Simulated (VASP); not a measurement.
# Zn2B (Fm-3m) in VASP: further runs

The runs below take Zn2B through single point, relaxation of cell and atoms, with PBE.

Everything below comes from runs of VASP 6.6.1. Logs are shortened: lines on timing, memory, paths and dates and some standing lists are left out, and cuts for length are marked.

### Step 1. The cell of the first run

The structure is cubic, space group Fm-3m (No. 225). The conventional cell has a = 5.291 Å, b = 5.291 Å, c = 5.291 Å, α = 90.00°, β = 90.00°, γ = 90.00°. Around Zn (site symmetry -43m) lie 4 B at 2.29 Å. B (site symmetry m-3m) is surrounded by 8 Zn at 2.29 Å.

The cell was built by a generator and needn't be a form met in nature.

### Step 2. Single point, PBE (random cell by space group and Wyckoff sites (Fm-3m, No. 225))

INCAR

```
SYSTEM = Zn2B
ALGO     = Normal         ! electronic algorithm
EDIFF    = 1E-6           ! SCF threshold, eV
ENCUT    = 520            ! plane-wave cutoff, eV
GGA      = PE             ! functional
ISIF     = 2              ! what is computed and relaxed
ISMEAR   = 0              ! smearing method
LASPH    = .True.         ! aspherical terms in the spheres
LCHARG   = .False.        ! write CHGCAR
LREAL    = .False.        ! projectors in reciprocal space
LWAVE    = .False.        ! write WAVECAR
NBANDS   = 20             ! bands
NELM     = 100            ! most SCF steps
PREC     = Accurate       ! precision mode
SIGMA    = 0.1            ! smearing width, eV
```

KPOINTS

```
k-points
0
Gamma
  16 16 16
  0 0 0
```

POSCAR

```
Zn2B
1.0
    0.0000000000      2.6457335735      2.6457335735
    2.6457335735      0.0000000000      2.6457335735
    2.6457335735      2.6457335735      0.0000000000
Zn B
2 1
Direct
    0.2500000000      0.2500000000      0.2500000000
    0.7500000000      0.7500000000      0.7500000000
    0.5000000000      0.5000000000      0.5000000000
```

Potentials or basis: VASP PAW PBE potentials, release 64 (Zn, B).

The run is started by

```sh
cat potpaw_PBE.64/Zn/POTCAR potpaw_PBE.64/B/POTCAR > POTCAR
mpirun -np 1 vasp_std > vasp.out
```

OUTCAR:

```text
SYSTEM = Zn2B
   EDIFF = 1E-6
   ENCUT = 520
   GGA = PE
   ISIF = 2
   ISMEAR = 0
   LASPH = .True.
   LREAL = .False.
   NELM = 100
   PREC = Accurate

 ion  position               nearest neighbor table
   1  0.250  0.250  0.250-   3 2.29   3 2.29   3 2.29   3 2.29   2 2.65   2 2.65   2 2.65   2 2.65
                             2 2.65   2 2.65
   2  0.750  0.750  0.750-   3 2.29   3 2.29   3 2.29   3 2.29   1 2.65   1 2.65   1 2.65   1 2.65
                             1 2.65   1 2.65
   3  0.500  0.500  0.500-   1 2.29   2 2.29   1 2.29   1 2.29   1 2.29   2 2.29   2 2.29   2 2.29

  LATTYP: Found a face centered cubic cell.
 ALAT       =     5.2914671470

  Lattice vectors:

 A1 = (   0.0000000000,   2.6457335735,   2.6457335735)
 A2 = (   2.6457335735,   0.0000000000,   2.6457335735)
 A3 = (   2.6457335735,   2.6457335735,   0.0000000000)

Analysis of symmetry for initial positions (statically):
=====================================================================
 Subroutine PRICEL returns:
 Original cell was already a primitive cell.

 Routine SETGRP: Setting up the symmetry group for a
 face centered cubic supercell.

 Subroutine GETGRP returns: Found 48 space group operations
 (whereof 48 operations were pure point group operations)
 out of a pool of 48 trial point group operations.

The static configuration has the point symmetry O_h .

Analysis of symmetry for dynamics (positions and initial velocities):
=====================================================================
 Subroutine PRICEL returns:
 Original cell was already a primitive cell.

 Routine SETGRP: Setting up the symmetry group for a
 face centered cubic supercell.

 Subroutine GETGRP returns: Found 48 space group operations
 (whereof 48 operations were pure point group operations)
 out of a pool of 48 trial point group operations.

The dynamic configuration has the point symmetry O_h .

 Subroutine INISYM returns: Found 48 space group operations
 (whereof 48 operations are pure point group operations),
 and found     1 'primitive' translations

----------------------------------------------------------------------------------------

                                     Primitive cell

  volume of cell :      37.0398

  direct lattice vectors                    reciprocal lattice vectors
     0.000000000  2.645733573  2.645733573    -0.188983503  0.188983503  0.188983503
     2.645733573  0.000000000  2.645733573     0.188983503 -0.188983503  0.188983503
[... 87 lines left out ...]
   EDIFF  = 0.1E-05   stopping-criterion for ELM
   LREAL  =      F    real-space projection
   EDIFFG = 0.1E-04   stopping-criterion for IOM
   NSW    =      0    number of steps for IOM
   IBRION =     -1    ionic relax: 0-MD 1-quasi-New 2-CG
   NFREE  =      0    steps in history (QN), initial steepest desc. (CG)
   ISIF   =      2    stress and relaxation
   ISYM   =      2    0-nonsym 1-usesym 2-fastsym
   POTIM  = 0.5000    time-step for ionic-motion
   TEBEG  =    0.0;   TEEND  =   0.0 temperature during run
   PSTRESS=    0.0 pullay stress
   NELECT =      27.0000    total number of electrons
   NUPDOWN=      -1.0000    fix difference up-down
   EMIN   =  10.00;   EMAX   =-10.00  energy-range for DOS
   EFERMI =   0.00;   METHOD = LEGACY
   ISMEAR =     0;   SIGMA  =   0.10  broadening in eV -4-tet -1-fermi 0-gaus
   EFERMI_NEDOS =   21; number of points for ismear=-14 and -15
   IALGO  =     38    algorithm
   IMIX   =      4    mixing-type and parameters
     AMIX     =   0.40;   BMIX     =  1.00
     AMIX_MAG =   1.60;   BMIX_MAG =  1.00
  volume/ion in A,a.u.               =      12.35        83.32
  Fermi-wavevector in a.u.,A,eV,Ry     =   1.473352  2.784232 29.535084  2.170767
  Thomas-Fermi vector in A             =   2.588256
   LORBIT       =      0    0 simple, 1 ext, 2 COOP (PROOUT), +10 PAW based schemes
   GGA     = PE    functional components
   LHFCALC =     F    Hartree Fock is set to
   AEXX    =    0.0000 exact exchange contribution
   IVDW    =     0    specifies the selected vdW correction
   LEPSILON=     F    determine dielectric tensor
   LRPA    =     F    only Hartree local field effects (RPA)
 non-spin polarized calculation
 Gauss-broadening in eV      SIGMA  =   0.10
  energy-cutoff  :      520.00
  volume of cell :       37.04
 maximum number of plane-waves:      1012
   NGX = 13   NGY = 13   NGZ = 13

 number of electron      27.0000022 magnetization

 Free energy of the ion-electron system (eV)
  ---------------------------------------------------
  ext. energy  EPLUGINS =         0.00000000
  ---------------------------------------------------
  free energy    TOTEN  =        -7.88138455 eV

  energy without entropy =       -7.87761195  energy(sigma->0) =       -7.87949825

 E-fermi :   3.3840     XC(G=0): -11.6469

 val. band max:        3.3675009725   @ k =  -0.3750   0.1875   0.0000
 cond. band min:       3.3999892414   @ k =   0.5000   0.1250   0.0000
 fundamental gap:      0.0324882690
 Fermi energy:         3.3840273700

 k-point     1 :       0.0000    0.0000    0.0000
  band No.  band energies     occupation
      1      -8.1092      2.00000
      2      -4.5739      2.00000
      3      -4.5739      2.00000
      4      -4.5739      2.00000
      5      -4.4852      2.00000
      6      -4.4852      2.00000
[... 541 lines left out ...]
     19      13.0500      0.00000
     20      13.3841      0.00000

 [... further k-points ...]

------------------------ aborting loop because EDIFF is reached ----------------------------------------

  FORCE on cell =-STRESS in cart. coord.  units (eV):
  Direction    XX          YY          ZZ          XY          YZ          ZX
  --------------------------------------------------------------------------------------
  -------------------------------------------------------------------------------------
  Total        0.1493798      0.1493798      0.1493798      0.0000000     -0.0000000     -0.0000000
  in kB        6.4615126      6.4615126      6.4615126      0.0000000     -0.0000000     -0.0000000
  external PRESSURE =       6.4615126 kB  Pullay stress =       0.0000000 kB

 VOLUME and BASIS-vectors are now :
 -----------------------------------------------------------------------------
  energy-cutoff  :      520.00
  volume of cell :       37.04
      direct lattice vectors                 reciprocal lattice vectors
     0.000000000  2.645733573  2.645733573    -0.188983503  0.188983503  0.188983503
     2.645733573  0.000000000  2.645733573     0.188983503 -0.188983503  0.188983503
     2.645733573  2.645733573  0.000000000     0.188983503  0.188983503 -0.188983503

 POSITION                                       TOTAL-FORCE (eV/Angst)
 -----------------------------------------------------------------------------------
      1.32287      1.32287      1.32287        -0.000000     -0.000000     -0.000000
      3.96860      3.96860      3.96860         0.000000      0.000000      0.000000
      2.64573      2.64573      2.64573        -0.000000     -0.000000      0.000000
 -----------------------------------------------------------------------------------
    total drift:                                0.000000      0.000000      0.000000

  FREE ENERGIE OF THE ION-ELECTRON SYSTEM (eV)
  ---------------------------------------------------
  free  energy   TOTEN  =        -7.8813845458 eV

  energy  without entropy=       -7.8776119539  energy(sigma->0) =       -7.87949825
```

OSZICAR:

```text
N       E                     dE             d eps       ncg     rms          rms(c)
DAV:   1     0.133583047445E+03    0.13358E+03   -0.13359E+04  5980   0.196E+03
DAV:   2    -0.159011802795E+01   -0.13517E+03   -0.13087E+03  5856   0.323E+02
DAV:   3    -0.905230087851E+01   -0.74622E+01   -0.73921E+01  6532   0.813E+01
DAV:   4    -0.912527599886E+01   -0.72975E-01   -0.72924E-01  6252   0.785E+00
DAV:   5    -0.912543199068E+01   -0.15599E-03   -0.15599E-03  6500   0.348E-01    0.757E+00
DAV:   6    -0.793795457145E+01    0.11875E+01   -0.36838E+00  7632   0.485E+01    0.560E+00
DAV:   7    -0.788917039362E+01    0.48784E-01   -0.66430E-01  6820   0.124E+01    0.247E+00
DAV:   8    -0.788273671893E+01    0.64337E-02   -0.21867E-02  6264   0.137E+00    0.101E+00
DAV:   9    -0.788136004915E+01    0.13767E-02   -0.20223E-03  6304   0.455E-01    0.710E-02
DAV:  10    -0.788137036495E+01   -0.10316E-04   -0.31323E-04  6488   0.174E-01    0.308E-02
DAV:  11    -0.788138555472E+01   -0.15190E-04   -0.29272E-05  6144   0.346E-02    0.843E-03
DAV:  12    -0.788138453704E+01    0.10177E-05   -0.22820E-06  5220   0.122E-02    0.201E-03
DAV:  13    -0.788138454580E+01   -0.87625E-08   -0.10137E-06  4148   0.174E-02
   1 F= -.78813845E+01 E0= -.78794982E+01  d E =-.377259E-02
```

stdout:

```text
POSCAR found type information on POSCAR ZnB
 POSCAR found :  2 types and       3 ions
 scaLAPACK will be used
 LDA part: xc-table for (Slater+PW92), standard interpolation
 POSCAR, INCAR and KPOINTS ok, starting setup
 FFT: planning ... GRIDC
 FFT: planning ... GRID_SOFT
 FFT: planning ... GRID
 WAVECAR not read
 entering main loop
```

Run time: 54 s. Hardware: 1 thread of Intel Xeon Platinum 8488C (Sapphire Rapids), shared host; peak memory 0.22 GiB.

Results:

| Item | Value |
| --- | --- |
| Free energy | -7.8814 eV |
| Pressure | 0.6 GPa |
| Band gap on the k mesh | none (metal or under the smearing width) |

Levels at points of the mesh, in eV from the Fermi level:
```tsv
k point	band 10	band 11	band 12	band 13	band 14	band 15	band 16	band 17	band 18	band 19
(0.00, 0.00, 0.00)	-6.42	-6.42	2.11	2.11	2.11	4.42	4.42	4.42	4.42	8.84
(0.50, 0.00, 0.00)	-7.10	-6.41	-6.29	0.62	0.62	3.39	5.37	5.37	7.62	10.15
(0.50, 0.50, 0.00)	-6.44	-6.11	-4.59	-2.25	-2.25	1.65	2.75	10.26	11.13	11.13
```

[end of part 1 of 2]
